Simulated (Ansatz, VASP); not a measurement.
# Cross-check of TiC between VASP and Ansatz, part 2 of 2

Wanted: the spread between two codes on one cell, functional and k mesh. The cell is taken from a series of runs on this material, whose earlier steps may have relaxed, scaled, displaced or heated it; both programs get it as it stands.

VASP 6.6.1 and Ansatz 0.2.0.

So far: The structure; VASP: zone-centre phonons, PBEsol.

## 3. Ansatz: zone-centre phonons, PBEsol

Level of this step: Ansatz beside VASP: Kohn-Sham DFT, plane waves, PBEsol (Ansatz).

Ansatz runs on its PAW soft_1 files.

The same cell, functional, mesh and smearing now go to Ansatz, which takes its cutoff from its data sets.

File input.yaml:

```yaml
crystal:
  lattice:
    - [0.0926859792, 2.1532715637, 2.1532715637]
    - [2.1532715637, 0.0926859792, 2.1532715637]
    - [2.1532715637, 2.1532715637, 0.0926859792]
  atoms:
    - { symbol: C, position: [0.5, 0.5, 0.5] }
    - { symbol: Ti, position: [0.0, 0.0, 0.0] }
kpoints:
  mp_grid: { grid: [16, 16, 16] }
hamiltonian:
  xc: pbesol
  pseudopotentials: { kind: paw, azcp: { folder: soft_1 }, xc_functional: pbe }
scf:
  occupations: { method: methfessel_paxton, width: 0.2 }
output:
  eigenvalues: true
phonons:
  method: dfpt
```

On the command line:

```console
$ ansatz run input.yaml --threads 4 --pin off --max-ram 10240MiB --backend cpu --events-out ev --progress --plain --runs-dir out
```

Numbers of over 12 decimals in the logs are rounded to 6 here.

Output:

```text
Engine: ansatz 0.2.0, x86_64-unknown-linux-gnu
Pseudopotentials: kind: paw
Pseudopotential: C, paw, valence charge 4, recommended cutoff 420 eV (normal), soft_1/C.paw.azcp
Pseudopotential: Ti, paw, valence charge 12, recommended cutoff 420 eV (normal), soft_1/Ti.paw.azcp
Functional definition: PBEsol
  exchange = pbesol_x
  correlation = pbesol_c
Crystal: 2 atoms, lattice volume = 18.679 Å³
Basis set: ecut = 420 eV, 345 PW (Γ), exchange–correlation on 48×48×48 points (8 copies of the dense FFT grid, shifted against one another)
Bands: 12, of which v1, the nominal top of the filled ones, is band 8 counted from 1 (7 counted from 0)
Symmetry: 12 space group operations
k-points: 1098 of 4096 (irreducible under 2 space group operations, time reversal used)
Non-local potential: C, projectors of the file, l = 0: 2, l = 1: 2, l = 2: 1
Non-local potential: Ti, projectors of the file, l = 0: 3, l = 1: 2, l = 2: 3, l = 3: 1
PAW form: soft (Blöchl's): semilocal exchange-correlation on the pseudo side does not see the compensation charge
PAW frozen core: C, regenerated for the run's functional, and the local potential with it (the file was generated under x = pbe(κ = 0.804, μ = 0.219515), c = pbe(β = 0.066725))
PAW frozen core: Ti, regenerated for the run's functional, and the local potential with it (the file was generated under x = pbe(κ = 0.804, μ = 0.219515), c = pbe(β = 0.066725))
PAW one-centre angular grid: C, 110 points (default); XC on 64 Gauss nodes
PAW one-centre angular grid: Ti, 590 points (default); XC on 64 Gauss nodes
Initial density: superposition of atomic densities (chi_scale 0.1, normalization cell, long waves kept (reshape's long-wave potential 0.00 eV rms))
Initial wavefunctions: pseudopotential atomic-orbital guess
Functional: x = pbesol(κ = 0.804, μ = 0.123457), c = pbesol(β = 0.046)
SCF iter   1: F=—  HF=-2723.307504 eV  |F-HF|=—  |Δ(HF+E_count)|=         —  Δρ=1.43e-1  dr2=4.81e0  ethr=3.10e-3  ⟨swp⟩=4.3  Hψ=64311  notcnv=0
preconditioner: auto → none  [metal: Δε(μ)=0.026 eV  Ē_g=20.648 eV  σ=0.200 eV  W_gap=0.11  n_scr=8 (ndim 8)  ℏωp=32.1 eV  f_vac=0.000  D(μ)=0.16/eV (n_scr^D=0)  sad-step TF]
SCF iter   2: F=—  HF=-2722.815192 eV  |F-HF|=—  |Δ(HF+E_count)|=   4.92e-1  S|Δr|=    0.00e0  Δρ=1.01e-1  dr2=2.45e0  ethr=3.10e-3  ⟨swp⟩=2.0  Hψ=26069  notcnv=0
SCF iter   3: F=—  HF=-2722.307421 eV  |F-HF|=—  |Δ(HF+E_count)|=   5.08e-1  S|Δr|=    0.00e0  Δρ=8.22e-3  dr2=6.81e-3  ethr=3.10e-3  ⟨swp⟩=2.7  Hψ=25949  notcnv=0
SCF iter   4: F=—  HF=-2722.304856 eV  |F-HF|=—  |Δ(HF+E_count)|=   2.56e-3  S|Δr|=    0.00e0  Δρ=1.39e-3  dr2=1.17e-4  ethr=4.26e-5  ⟨swp⟩=2.0  Hψ=30665  notcnv=0
SCF iter   5: F=—  HF=-2722.305066 eV  |F-HF|=—  |Δ(HF+E_count)|=   2.10e-4  S|Δr|=    0.00e0  Δρ=3.63e-4  dr2=1.54e-5  ethr=7.33e-7  ⟨swp⟩=2.0  Hψ=17257  notcnv=0
SCF iter   6: F=—  HF=-2722.305068 eV  |F-HF|=—  |Δ(HF+E_count)|=   1.82e-6  S|Δr|=    0.00e0  Δρ=2.28e-5  dr2=6.36e-8  ethr=9.62e-8  ⟨swp⟩=3.0  Hψ=22390  notcnv=0
SCF iter   7: F=—  HF=-2722.305068 eV  |F-HF|=—  |Δ(HF+E_count)|=   4.51e-8  S|Δr|=    0.00e0  Δρ=3.07e-6  dr2=1.14e-9  ethr=3.97e-10  ⟨swp⟩=2.5  Hψ=18813  notcnv=0
SCF iter   8: F=-2722.305068 eV  HF=-2722.305068 eV  |F-HF|=0.00e0  |Δ(HF+E_count)|=  3.35e-10  S|Δr|=    0.00e0  Δρ=1.64e-7  dr2=2.13e-12  ethr=1.00e-12  ⟨swp⟩=4.0  Hψ=59922  notcnv=0
the search or the solves at the SCF's close seem to have found levels that the self-consistency loop had missed (the run counts 2). By its estimate they hold under 1e-12 electrons; where the run keeps them, the occupations were computed again with them
SCF 1 converged in 8 iterations: F = -2722.305068 eV  dr2 = 2.13e-12
  greatest PAW one-centre occupation: 0.998 electrons in one spin orbital (limit 2), on the Ti atom at site 1 (counted from 0), in its partial waves of l = 0
DFPT response loops at Γ: preconditioner auto → Kerker (q_TF=auto, 2.659 Å⁻¹) (partly filled bands, converged f_vac=0.000); β = 1.00, the filter's whole step (`scf.mixing.beta` (0.50) is not read by the response loops under this deck's `scf.mixing.preconditioner`; to damp them name `kerker` or `kerker_dos`, under which they read `scf.mixing.beta`, and type it under 1.00, their step now; both keys bind the ground state too); Broyden in place of MSR1
SCF converged after 8 iterations
Stability not checked: this state was not tested for a lower state beside it, because cold or Methfessel-Paxton smearing, or corrected tetrahedra, fill the levels in a way that the test cannot read (fill_not_monotonic; see scf.lower_state_search)
Free energy (F): -2722.305068 eV
Harris-Foulkes:  -2722.305068 eV  (|F-HF|=0.00e0)
Internal energy: -2722.305621 eV  (E = F + TS)
E sigma→0 (E₀):  -2722.305206 eV
Entropy (-TS):   0.000553 eV (0.276 meV/atom)
Fermi energy:    16.054864 eV
--- Per-component energies (eV) ---
  E_band       = -88.089890
  E_kinetic    = 370.880578
  E_local      = -779.221562  (includes V_loc(G=0)·N_el)
  E_nonlocal   = 85.262496
  E_hartree    = 311.093994
  E_xc         = -164.828077
  E_vxc        = -206.640191  (∫ρ·V_xc dr)
  E_paw        = -1112.843160  (= ΣΔE_a)
  E_vpaw       = -180.559118  (= ΣTr[D̂ρ^β])
  E_aug_tail   = -0.000071  (compensation charges beyond the density's cutoff)
  E_ewald      = -1432.810304
  E_core_change = 0.160485  (= ΣΔE_core)
  E_smearing   = 0.000553  (= −TS)
  E_closure    = -0.000000  (closes the sum)
  Σ components = -2722.305068   (vs F -2722.305068, Δ=0.00e0)
--- Band table (eV; the first three rows and the last of 1098) ---
  k-point 0: bands = [... 4 lower, 3.2430, 16.2199, 16.8929, 16.8929, 17.4138, 17.9763, 17.9763, 18.0325]
  k-point 1: bands = [... 4 lower, 3.3446, 16.0719, 16.3554, 16.7762, 16.9379, 17.1506, 18.1608, 18.9349]
  k-point 2: bands = [... 4 lower, 3.6426, 15.3360, 15.4461, 15.9136, 16.8949, 17.2832, 18.4996, 20.1240]
  k-point 1097: bands = [... 4 lower, 6.8200, 9.7468, 13.2530, 13.2530, 19.1075, 19.1075, 20.2708, 24.8059]
--- Phonons (Γ-DFPT): 2 representative perturbations + reference, on 1098 of 4096 k-points (Σ response iterations 6) ---
  k mesh reduced under 2 symmetry operations, with k and −k counted as one. Each operation leaves every solved perturbation unchanged. A smaller set is not used because it would not reduce the number of displacements times k-points to solve
  ASR residual: 7.164e-5 → 0.000e0 eV/Å²; symmetrization residual: 2.255e-7 eV/Å²
  ASR residual per site (eV/Å²): 2.10e-5 7.16e-5
  Γ frequencies (cm⁻¹): 0.00 0.00 0.00 572.38 572.38 639.56
  non-analytic LO–TO correction: not included (Born effective charges unavailable; polar crystals: no LO–TO splitting at Γ)
```

## 4. Differences

Known differences besides the potentials themselves: the cutoff is 420 eV in Ansatz and 600 eV in VASP; Ansatz makes its cores anew for this functional, VASP keeps those of its PBE data sets. Total energies have different zeros and are not compared.

Compared:

```csv
quantity,Ansatz,VASP,difference
optical mode 1 to 2 (cm⁻¹),572.4,572.5,-0.02 %
optical mode 3 (cm⁻¹),639.6,639.6,-0.01 %
```

Modes are paired by rising frequency, not by their patterns, so a pair may set unlike modes beside each other; they are those without the splitting of longitudinal modes.

## 5. Outcome

```json
{
  "r.m.s. difference of the optical zone-centre modes, each program's sorted by frequency (zone-centre phonons, PBEsol)": "0.10 cm⁻¹"
}
```

The r.m.s. difference of the optical zone-centre modes, each program's sorted by frequency is 0.10 cm⁻¹ (zone-centre phonons, PBEsol). Such differences can come from data sets, numerical settings and the points named under the comparisons, not from the functional's error against experiment.

[Lines on the potential files, build, host, timing and source positions are cut from VASP's logs without a mark.]

[Logs are printed without paths, hosts, clocks, repeated set-up lines and the standing remarks that a program may print on its own settings, such as how far it seeks lower states.]

[Hosts, paths, dates, database ids (printed as entryN), source tags and the programs' standing remarks are cut or masked in the printed files.]
